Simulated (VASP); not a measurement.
Data:

```yaml
crystal:
  lattice:
    - [0.00000, 3.21050, 3.21050]
    - [3.21050, 0.00000, 3.21050]
    - [3.21050, 3.21050, 0.00000]
  atoms:
    - { symbol: Hg, position: [0.00000, 0.00000, 0.00000] }
    - { symbol: Te, position: [0.25000, 0.25000, 0.25000] }
```

Calculation: SCAN meta-GGA, VASP's PBE PAW potentials (set 64) (plane waves; VASP). Run with 520 eV cut-off, 10×10×10 Γ-centred mesh, first-order Methfessel-Paxton smearing of 0.10 eV, potentials Hg Te.

Question: Give the stress tensor in GPa (positive for a compressed cell).

Answer: 
```
1.39  0.00  0.00
0.00  1.39  0.00
0.00  0.00  1.39
```
The pressure is its mean diagonal, 1.39 GPa.

The compound is HgTe in the zinc blende structure. This cell is one point of a volume scan, at 0.97 of the reference volume.
